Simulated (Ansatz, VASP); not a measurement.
# Rb2Pt: VASP beside Ansatz, part 2 of 2

Aim: how closely do two programs agree when they are given the same cell, functional and k mesh? The cell is generated by rule, not measured, and may not be a known phase. The cell is taken from a series of runs on this material, whose earlier steps may have relaxed, scaled, displaced or heated it; both programs get it as it stands.

VASP 6.6.1 and Ansatz 0.2.0.

So far: Set-up; Ansatz: zone-centre phonons, LDA.

## (3) VASP: zone-centre phonons, LDA

Level of this step: LDA; plane waves and PAW (Rb_sv, Pt); invented cell (VASP).

The same cell, functional (in two slightly different forms), mesh and smearing now go to VASP, with its own data sets.

Lines of VASP's logs that name or quote its potential files are left out, and so is its time.

Input file INCAR:

```
SYSTEM = Rb2Pt
PREC = Accurate
ENCUT = 500
EDIFF = 1E-08
NELM = 120
ISMEAR = 1
SIGMA = 0.2
LREAL = .FALSE.
ALGO = Normal
GGA = CA
NBANDS = 20
LASPH = .TRUE.
LORBIT = 11
LWAVE = .FALSE.
LCHARG = .FALSE.
ISIF = 2
IBRION = 8
GGA_COMPAT = .FALSE.
KPAR = 2
```

Input file POSCAR:

```
Rb2Pt
1.0
    5.4012730199     -0.0000026522      0.0000000000
   -2.7006342131      4.6776409741      0.0000000000
    0.0000000000      0.0000000000      3.1997673960
Rb Pt
2 1
Direct
    0.3333333333      0.6666666667      0.5000000000
    0.6666666667      0.3333333333      0.5000000000
    0.0000000000      0.0000000000      0.0000000000
```

Input file KPOINTS:

```
Automatic mesh
0
Gamma
9 9 16
0 0 0
```

The projector-augmented-wave data sets are Rb_sv and Pt (LDA family, release 64).

The run is started by

```bash
mpirun -np 2 vasp_std
```

The log of the run:

```text
[banner, memory and clock lines left out]
running    2 mpi-ranks, on    1 nodes
 distrk:  each k-point on    1 cores,    2 groups
 distr:  one band on    1 cores,    1 groups

 POSCAR found type information on POSCAR RbPt
 POSCAR found :  2 types and       3 ions
 LDA part: xc-table for (Slater(with rela. corr.)+CA(PZ))
 , standard interpolation
 POSCAR, INCAR and KPOINTS ok, starting setup
 FFT: planning ... GRIDC
 FFT: planning ... GRID_SOFT
 FFT: planning ... GRID
 WAVECAR not read
 entering main loop
       N       E                     dE             d eps       ncg     rms          rms(c)
DAV:   1     0.152913350769E+03    0.15291E+03   -0.12961E+04  4376   0.122E+03
DAV:   2     0.894326750931E-01   -0.15282E+03   -0.14631E+03  5444   0.252E+02
DAV:   3    -0.914663122301E+01   -0.92361E+01   -0.91265E+01  6260   0.569E+01
DAV:   4    -0.946647957788E+01   -0.31985E+00   -0.31951E+00  6100   0.797E+00
DAV:   5    -0.947207018633E+01   -0.55906E-02   -0.55898E-02  5780   0.103E+00    0.709E+00
DAV:   6    -0.901441256926E+01    0.45766E+00   -0.61816E-01  4732   0.345E+00    0.518E+00
DAV:   7    -0.888254401615E+01    0.13187E+00   -0.48851E-01  6128   0.387E+00    0.179E+00
DAV:   8    -0.886777815151E+01    0.14766E-01   -0.91110E-02  5320   0.110E+00    0.795E-01
DAV:   9    -0.886739271606E+01    0.38544E-03   -0.35181E-02  4716   0.903E-01    0.286E-01
DAV:  10    -0.886518265681E+01    0.22101E-02   -0.68077E-03  5420   0.353E-01    0.584E-02
DAV:  11    -0.886518627654E+01   -0.36197E-05   -0.71350E-04  5504   0.112E-01    0.220E-02
DAV:  12    -0.886517450490E+01    0.11772E-04   -0.98028E-05  5444   0.417E-02    0.738E-03
DAV:  13    -0.886517504913E+01   -0.54424E-06   -0.98952E-06  4896   0.142E-02    0.625E-03
DAV:  14    -0.886517415218E+01    0.89695E-06   -0.29994E-06  5636   0.738E-03    0.922E-04
DAV:  15    -0.886517416236E+01   -0.10175E-07   -0.14285E-07  5080   0.184E-03    0.801E-04
DAV:  16    -0.886517414901E+01    0.13345E-07   -0.32301E-08  3996   0.731E-04    0.139E-04
DAV:  17    -0.886517414856E+01    0.45611E-09   -0.56074E-09  2768   0.367E-04
   1 F= -.88651741E+01 E0= -.88632248E+01  d E =-.584810E-02
 Linear response reoptimize wavefunctions to high precision
DAV:   1    -0.886517414859E+01   -0.33197E-10   -0.95783E-10  2928   0.153E-04
 Linear response DOF=           4
 Linear response progress:
  Degree of freedom:   1/  4
       N       E                     dE             d eps       ncg     rms          rms(c)
RMM:   1    -0.239524361211E+00   -0.23952E+00    0.27234E-01 26646   0.285E+00
RMM:   2    -0.243727991226E+00   -0.42036E-02   -0.23536E-02 26795   0.632E-01    0.503E-02
RMM:   3    -0.244959825306E+00   -0.12318E-02   -0.22255E-03 32664   0.201E-01    0.237E-02
RMM:   4    -0.245059719498E+00   -0.99894E-04   -0.15565E-04 34679   0.484E-02    0.125E-02
RMM:   5    -0.245060125048E+00   -0.40555E-06   -0.29076E-05 35849   0.191E-02    0.350E-03
RMM:   6    -0.245064730252E+00   -0.46052E-05   -0.36402E-05 38079   0.739E-03    0.124E-03
RMM:   7    -0.245067707530E+00   -0.29773E-05   -0.13581E-05 39264   0.297E-03    0.540E-04
RMM:   8    -0.245069365001E+00   -0.16575E-05   -0.47869E-06 37930   0.140E-03    0.203E-04
RMM:   9    -0.245069177992E+00    0.18701E-06   -0.20379E-06 38998   0.700E-04    0.718E-05
RMM:  10    -0.245068779259E+00    0.39873E-06   -0.64459E-07 39146   0.379E-04    0.680E-05
RMM:  11    -0.245068660109E+00    0.11915E-06   -0.19207E-07 37944   0.235E-04    0.280E-05
RMM:  12    -0.245068504499E+00    0.15561E-06   -0.84129E-08 38812   0.149E-04    0.108E-05
RMM:  13    -0.245068519855E+00   -0.15356E-07   -0.22088E-08 38348   0.105E-04    0.711E-06
RMM:  14    -0.245068507688E+00    0.12167E-07   -0.24797E-08 39239   0.795E-05    0.411E-06
RMM:  15    -0.245068497697E+00    0.99907E-08   -0.26131E-08 37287   0.647E-05    0.224E-06
 first order change of Fermi-energy  -0.31769E-04
 force on displaced ion       1 direction 1 :  -3.369   0.003   0.000
 Linear response progress:
  Degree of freedom:   2/  4
       N       E                     dE             d eps       ncg     rms          rms(c)
RMM:   1    -0.202397730504E+00   -0.20240E+00    0.19989E-01 11135   0.255E+00
RMM:   2    -0.206813664104E+00   -0.44159E-02   -0.20673E-02 10667   0.502E-01    0.253E-02
RMM:   3    -0.207802572285E+00   -0.98891E-03   -0.18860E-03 12702   0.151E-01    0.941E-03
RMM:   4    -0.207839223438E+00   -0.36651E-04   -0.15375E-04 14403   0.371E-02    0.781E-03
RMM:   5    -0.207834747184E+00    0.44763E-05   -0.20525E-05 14621   0.140E-02    0.412E-03
RMM:   6    -0.207845333850E+00   -0.10587E-04   -0.10643E-05 14857   0.583E-03    0.514E-04
RMM:   7    -0.207848078567E+00   -0.27447E-05   -0.31124E-06 15660   0.222E-03    0.173E-04
RMM:   8    -0.207849112308E+00   -0.10337E-05   -0.19110E-06 15462   0.899E-04    0.113E-04
RMM:   9    -0.207850037775E+00   -0.92547E-06   -0.10321E-06 15394   0.449E-04    0.374E-05
RMM:  10    -0.207849565590E+00    0.47219E-06   -0.46959E-07 15162   0.247E-04    0.837E-06
RMM:  11    -0.207849505591E+00    0.59998E-07   -0.17794E-07 16072   0.143E-04    0.629E-06
RMM:  12    -0.207849467105E+00    0.38486E-07   -0.75954E-08 15737   0.959E-05    0.393E-06
RMM:  13    -0.207849446201E+00    0.20904E-07   -0.11564E-08 15269   0.714E-05    0.188E-06
RMM:  14    -0.207849450919E+00   -0.47173E-08    0.53128E-09 14418   0.581E-05    0.187E-06
 first order change of Fermi-energy   0.69921E-04
 force on displaced ion       1 direction 3 :  -0.000   0.000   0.001
 Linear response progress:
  Degree of freedom:   3/  4
       N       E                     dE             d eps       ncg     rms          rms(c)
RMM:   1    -0.269978900907E+00   -0.26998E+00   -0.22400E-01 16236   0.219E+00
RMM:   2    -0.271277836885E+00   -0.12989E-02   -0.43441E-03 14948   0.285E-01    0.123E-01
RMM:   3    -0.271676131067E+00   -0.39829E-03   -0.50499E-04 15014   0.914E-02    0.614E-02
RMM:   4    -0.271949821937E+00   -0.27369E-03   -0.16023E-04 16494   0.534E-02    0.188E-02
RMM:   5    -0.271995080939E+00   -0.45259E-04   -0.41611E-05 17084   0.251E-02    0.554E-03
RMM:   6    -0.271908279436E+00    0.86802E-04   -0.46817E-06 18587   0.850E-03    0.125E-03
RMM:   7    -0.271905173386E+00    0.31061E-05   -0.10986E-06 20242   0.323E-03    0.489E-04
RMM:   8    -0.271902629072E+00    0.25443E-05   -0.41920E-07 20748   0.124E-03    0.322E-04
RMM:   9    -0.271900764542E+00    0.18645E-05   -0.13675E-07 20411   0.542E-04    0.114E-04
RMM:  10    -0.271901192102E+00   -0.42756E-06   -0.78690E-08 21772   0.238E-04    0.606E-05
RMM:  11    -0.271901148151E+00    0.43951E-07   -0.25716E-08 21154   0.132E-04    0.811E-06
RMM:  12    -0.271901225292E+00   -0.77141E-07   -0.27018E-08 23154   0.686E-05    0.518E-06
RMM:  13    -0.271901207115E+00    0.18177E-07   -0.14593E-08 22981   0.443E-05    0.211E-06
RMM:  14    -0.271901201244E+00    0.58711E-08   -0.15242E-08 21903   0.356E-05    0.150E-06
 first order change of Fermi-energy   0.11029E-04
 force on displaced ion       3 direction 1 :  -1.413   0.000   0.000
 Linear response progress:
  Degree of freedom:   4/  4
       N       E                     dE             d eps       ncg     rms          rms(c)
RMM:   1    -0.246173977993E+00   -0.24617E+00   -0.22168E-01  6838   0.216E+00
RMM:   2    -0.248193325281E+00   -0.20193E-02   -0.34447E-03  6821   0.256E-01    0.708E-02
RMM:   3    -0.247882078163E+00    0.31125E-03   -0.17971E-04  7161   0.523E-02    0.398E-02
RMM:   4    -0.247744808555E+00    0.13727E-03   -0.16842E-04  7402   0.449E-02    0.103E-02
RMM:   5    -0.247795581065E+00   -0.50773E-04   -0.14075E-05  7574   0.143E-02    0.513E-03
RMM:   6    -0.247772933497E+00    0.22648E-04   -0.26619E-06  8429   0.535E-03    0.107E-03
RMM:   7    -0.247768214700E+00    0.47188E-05   -0.32108E-07  9088   0.139E-03    0.738E-04
RMM:   8    -0.247761908971E+00    0.63057E-05   -0.17220E-07  8614   0.882E-04    0.128E-04
RMM:   9    -0.247761158469E+00    0.75050E-06   -0.57388E-08  9192   0.349E-04    0.819E-05
RMM:  10    -0.247761215363E+00   -0.56893E-07    0.66332E-08  9170   0.166E-04    0.280E-05
RMM:  11    -0.247761343373E+00   -0.12801E-06   -0.46401E-09  9921   0.848E-05    0.168E-05
RMM:  12    -0.247761437119E+00   -0.93746E-07    0.85827E-09  9080   0.654E-05    0.151E-06
RMM:  13    -0.247761448594E+00   -0.11475E-07   -0.82151E-09  8702   0.496E-05    0.952E-07
RMM:  14    -0.247761443676E+00    0.49178E-08   -0.49100E-09  7320   0.440E-05    0.628E-07
 first order change of Fermi-energy   0.60273E-03
 force on displaced ion       3 direction 3 :  -0.000   0.000  -0.731
 Linear response finished
```

OUTCAR, selected parts (step 3):

```text
ion  position               nearest neighbor table
   1  0.333  0.667  0.500-   2 3.12   2 3.12   2 3.12   3 3.50   3 3.50   3 3.50   3 3.50   3 3.50
                             3 3.50   2 4.47   2 4.47   2 4.47   2 4.47   2 4.47   2 4.47
   2  0.667  0.333  0.500-   1 3.12   1 3.12   1 3.12   3 3.50   3 3.50   3 3.50   3 3.50   3 3.50
                             3 3.50   1 4.47   1 4.47   1 4.47   1 4.47   1 4.47   1 4.47
   3  0.000  0.000  0.000-   1 3.50   2 3.50   1 3.50   2 3.50   2 3.50   2 3.50   1 3.50   1 3.50
                             2 3.50   2 3.50   1 3.50   1 3.50

  LATTYP: Found a hexagonal cell.
 ALAT       =     5.4012730199
 C/A-ratio  =     0.5924098605

 Subroutine GETGRP returns: Found 24 space group operations
 (whereof 24 operations were pure point group operations)

The static configuration has the point symmetry D_6h.

 Found    108 irreducible k-points:

   k-points           NKPTS =    108   k-points in BZ     NKDIM =    108   number of bands    NBANDS=     20

   dimension x,y,z NGX =    40 NGY =   40 NGZ =   24
   dimension x,y,z NGXF=    80 NGYF=   80 NGZF=   48

   ENCUT  =  500.0 eV  36.75 Ry    6.06 a.u.   9.85  9.85  5.83*2*pi/ulx,y,z

   NELECT =      28.0000    total number of electrons

 k-points in reciprocal lattice and weights: Automatic mesh
   0.00000000  0.00000000  0.00000000       0.001
   0.11111111  0.00000000  0.00000000       0.005
   0.22222222  0.00000000  0.00000000       0.005
   0.33333333  0.00000000  0.00000000       0.005
   0.44444444  0.00000000  0.00000000       0.005
   0.11111111  0.11111111  0.00000000       0.005
   0.22222222  0.11111111  0.00000000       0.009
   0.33333333  0.11111111  0.00000000       0.009
   0.44444444  0.11111111  0.00000000       0.005
[...]
0.33333333  0.22222222  0.50000000       0.009
   0.33333333  0.33333333  0.50000000       0.002

 average (electrostatic) potential at core
       1 -35.6165       2 -35.6165       3 -68.8720

  Total        0.1031883      0.1031883      0.0952750     -0.0000000     -0.0000000      0.0000000
  in kB        2.0450301      2.0450301      1.8882015     -0.0000000     -0.0000000      0.0000000
  external PRESSURE =       1.9927539 kB  Pullay stress =       0.0000000 kB

  energy-cutoff  :      500.00
  volume of cell :       80.84
      direct lattice vectors                 reciprocal lattice vectors
     5.401273020 -0.000002652  0.000000000     0.185141592  0.106891427  0.000000000
    -2.700634213  4.677640974  0.000000000     0.000000105  0.213783035  0.000000000
     0.000000000  0.000000000  3.199767396     0.000000000  0.000000000  0.312522717

 POSITION                                       TOTAL-FORCE (eV/Angst)
 -----------------------------------------------------------------------------------
      0.00000      3.11843      1.59988         0.000000     -0.000000     -0.000000
      2.70064      1.55921      1.59988        -0.000000      0.000000      0.000000
      0.00000      0.00000      0.00000        -0.000000      0.000000     -0.000000
 -----------------------------------------------------------------------------------
    total drift:                                0.000000     -0.000000      0.000000

 Eigenvectors and eigenvalues of the dynamical matrix
 ----------------------------------------------------

   1 f  =    4.152278 THz    26.089535 2PiTHz  138.505101 cm-1    17.172436 meV
             X         Y         Z           dx          dy          dz
      0.000002  3.118426  1.599884    -0.584489    0.397960    0.000000
      2.700637  1.559212  1.599884     0.584489   -0.397960   -0.000000
      0.000000  0.000000  0.000000    -0.000000   -0.000000    0.000000

   2 f  =    4.152278 THz    26.089535 2PiTHz  138.505101 cm-1    17.172436 meV
             X         Y         Z           dx          dy          dz
      0.000002  3.118426  1.599884    -0.397960   -0.584489   -0.000000
      2.700637  1.559212  1.599884     0.397960    0.584489    0.000000
      0.000000  0.000000  0.000000     0.000000    0.000000    0.000000

   3 f  =    1.948224 THz    12.241052 2PiTHz   64.985756 cm-1     8.057203 meV
             X         Y         Z           dx          dy          dz
      0.000002  3.118426  1.599884    -0.426944    0.290722   -0.000000
      2.700637  1.559212  1.599884    -0.426944    0.290722    0.000000
      0.000000  0.000000  0.000000     0.564490   -0.384382    0.000000

   4 f  =    1.948224 THz    12.241052 2PiTHz   64.985756 cm-1     8.057203 meV
             X         Y         Z           dx          dy          dz
      0.000002  3.118426  1.599884    -0.290722   -0.426944    0.000000
      2.700637  1.559212  1.599884    -0.290722   -0.426944    0.000000
      0.000000  0.000000  0.000000     0.384382    0.564490    0.000000

   5 f  =    1.401048 THz     8.803044 2PiTHz   46.733930 cm-1     5.794266 meV
             X         Y         Z           dx          dy          dz
      0.000002  3.118426  1.599884    -0.000000    0.000000    0.516459
      2.700637  1.559212  1.599884     0.000000    0.000000    0.516459
      0.000000  0.000000  0.000000     0.000000    0.000000   -0.683037

   6 f/i=    0.000671 THz     0.004217 2PiTHz    0.022389 cm-1     0.002776 meV
             X         Y         Z           dx          dy          dz
      0.000002  3.118426  1.599884     0.000000   -0.000000   -0.482980
      2.700637  1.559212  1.599884     0.000000    0.000000   -0.482980
      0.000000  0.000000  0.000000    -0.000000    0.000000   -0.730384

   7 f/i=    0.001209 THz     0.007599 2PiTHz    0.040339 cm-1     0.005001 meV
             X         Y         Z           dx          dy          dz
      0.000002  3.118426  1.599884    -0.482860   -0.006716   -0.000000
      2.700637  1.559212  1.599884    -0.482860   -0.006716    0.000000
      0.000000  0.000000  0.000000    -0.730410   -0.010159    0.000000

   8 f/i=    0.001209 THz     0.007599 2PiTHz    0.040339 cm-1     0.005001 meV
             X         Y         Z           dx          dy          dz
      0.000002  3.118426  1.599884     0.006716   -0.482860   -0.000000
      2.700637  1.559212  1.599884     0.006716   -0.482860   -0.000000
      0.000000  0.000000  0.000000     0.010159   -0.730410    0.000000

   9 f/i=    1.025250 THz     6.441838 2PiTHz   34.198669 cm-1     4.240093 meV
             X         Y         Z           dx          dy          dz
      0.000002  3.118426  1.599884    -0.000000    0.000000   -0.707107
      2.700637  1.559212  1.599884     0.000000   -0.000000    0.707107
      0.000000  0.000000  0.000000     0.000000   -0.000000    0.000000

 ELASTIC MODULI CONTR FROM IONIC RELAXATION (kBar)
 Direction    XX          YY          ZZ          XY          YZ          ZX
 --------------------------------------------------------------------------------
 XX        -153.9382    153.9382     -0.0000      0.0000      0.0000      0.0000
 YY         153.9382   -153.9382      0.0000      0.0000      0.0000     -0.0000
 ZZ          -0.0000      0.0000     -0.0000     -0.0000      0.0000     -0.0000
 XY           0.0000      0.0000     -0.0000   -153.9382      0.0000     -0.0000
 YZ           0.0000      0.0000      0.0000      0.0000      0.0000      0.0000
 ZX           0.0000     -0.0000     -0.0000     -0.0000      0.0000      0.0000
 --------------------------------------------------------------------------------
```

## (4) Differences

Known differences besides the potentials themselves: the two LDA forms differ slightly; the data sets hold 36 valence electrons in Ansatz (on norm-conserving files, of PseudoDojo where its log says so) and 28 in VASP; the cutoff is 1142.88 eV in Ansatz and 500 eV in VASP; VASP's log shows a relativistic correction to its local exchange, Ansatz's none. Total energies have different zeros and are not compared.

Compared:

| quantity | Ansatz | VASP | difference |
| --- | --- | --- | --- |
| optical mode 1 (imaginary, printed as negative) (cm⁻¹) | -34.6 | -34.2 | -0.4 |
| optical mode 2 (cm⁻¹) | 46.1 | 46.7 | -0.7 |
| optical mode 3 to 4 (cm⁻¹) | 63.6 | 65.0 | -2.06 % |
| optical mode 5 to 6 (cm⁻¹) | 137.1 | 138.5 | -1.03 % |

Modes are paired by rising frequency, not by their patterns, so a pair may set unlike modes beside each other; they are those without the splitting of longitudinal modes.

## (5) Results

```
r.m.s. difference of the optical zone-centre modes, each program's sorted by frequency (zone-centre phonons, LDA) : 1.2 cm⁻¹
difference in optical mode 3 to 4 (zone-centre phonons, LDA)                                                      : -2.1 %
```

The r.m.s. difference of the optical zone-centre modes, each program's sorted by frequency is 1.2 cm⁻¹ (zone-centre phonons, LDA). The data sets hold unlike numbers of valence electrons (36 in Ansatz and 28 in VASP), so part of the differences comes from the potentials. Among the rows given in per cent, the largest difference of the zone-centre phonons, LDA pair is in optical mode 3 to 4, -2.1 %. Such differences can come from data sets, numerical settings and the points named under the comparisons, not from the functional's error against experiment.

[Lines on the potential files, build, host, timing and source positions are cut from VASP's logs without a mark.]

[Logs are printed without paths, hosts, clocks, repeated set-up lines and the standing remarks that a program may print on its own settings, such as how far it seeks lower states.]

[Hosts, paths, dates, database ids (printed as entryN), source tags and the programs' standing remarks are cut or masked in the printed files.]
